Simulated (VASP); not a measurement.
WSe2:

```
CELL_PARAMETERS angstrom
3.28048 0.00000 0.00000
-1.64024 2.84098 0.00000
0.00000 0.00000 12.79343
ATOMIC_POSITIONS crystal
W 0.66667 0.33333 0.75000
W 0.33333 0.66667 0.25000
Se 0.33333 0.66667 0.88182
Se 0.66667 0.33333 0.38182
Se 0.33333 0.66667 0.61818
Se 0.66667 0.33333 0.11818
```

The cell is a database's computed one.

Program: VASP 6.6.1. Alike in all runs: no spin polarisation; cell as given; cutoff (eV) 450; smearing gaussian 0.02 eV. Hardware: 4 MPI ranks on Intel(R) Xeon(R) Platinum 8488C (Sapphire Rapids) (shared host).

Task: Order these runs on this cell by their wall time, lowest first.
A. task band structure; level r2SCAN; potentials or basis VASP PAW PBE potentials, release 64 (W_sv, Se); k mesh 12 × 12 × 4
B. task dielectric tensor; level PBE; potentials or basis VASP PAW PBE potentials, release 64 (W_sv, Se); k mesh 11 × 11 × 3
C. task band structure; level LDA; potentials or basis VASP PAW LDA potentials, release 64 (W_sv, Se); k mesh 12 × 12 × 4

Result: C (82 s), A (290 s), B (1000 s).
